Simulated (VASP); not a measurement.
An input for Ansatz (written as the equivalent of a VASP run, and not itself run):

Ansatz 0.2 input:
```yaml
crystal:
  lattice:
    - [1.8780044, -3.2527993, 0.0000000]
    - [1.8780044, 3.2527993, 0.0000000]
    - [0.0000000, 0.0000000, 4.8951426]
  atoms:
    - { symbol: Pt, position: [0.0000000, 0.0000000, 0.0000000] }
    - { symbol: Se, position: [0.3333330, 0.6666670, 0.2598332] }
    - { symbol: Se, position: [0.6666670, 0.3333330, 0.7401668] }
kpoints:
  mp_grid: { grid: [10, 10, 6] }
hamiltonian:
  xc: pbesol
  pseudopotentials: { kind: paw }
scf:
  occupations: { method: methfessel_paxton, width: 0.1 }
  max_iter: 100
output: { forces: true, stress: true, eigenvalues: true }
```

**Question.** Write the VASP files for the same calculation (PBEsol).

**Answer.** One answer among several that fit: 
**POSCAR**
```
PtSe2
1
    1.8780044069    -3.2527992986     0.0000000000
    1.8780044069     3.2527992986     0.0000000000
    0.0000000000     0.0000000000     4.8951426325
Pt Se
1 2
Direct
  0.0000000000   0.0000000000   0.0000000000
  0.3333330000   0.6666670000   0.2598331553
  0.6666670000   0.3333330000   0.7401668447
```

### INCAR
```
GGA = PS
LCHARG = F
ISMEAR = 1   # Methfessel-Paxton
ISIF = 2
ALGO = Normal   # blocked Davidson
NELM = 100   # most electronic steps
LMAXMIX = 6   # l cut-off of mixed one-centre charges
LASPH = T
ENCUT = 480
LWAVE = F
SIGMA = 0.1   # width (eV)
SYSTEM = PtSe2
PREC = Accurate
EDIFF = 1E-7   # SCF stop (eV)
LREAL = F   # projection in real space or not
```

KPOINTS:
```
kpoints
0
gamma
  10 10 6
0 0 0
```

POTCAR, in this order: Pt Se (PBE.64 set). Program: vasp_std.

Limits of the translation: each code has its own PAW files, so the cut-off isn't converted (ENCUT is set for VASP's; basis.ecutwfc is left out, and Ansatz then takes the one that its files recommend); Ansatz stops its SCF on the density residual and VASP on the energy change (EDIFF).

The compound is PtSe2 in the 1T layered structure. It was relaxed first.
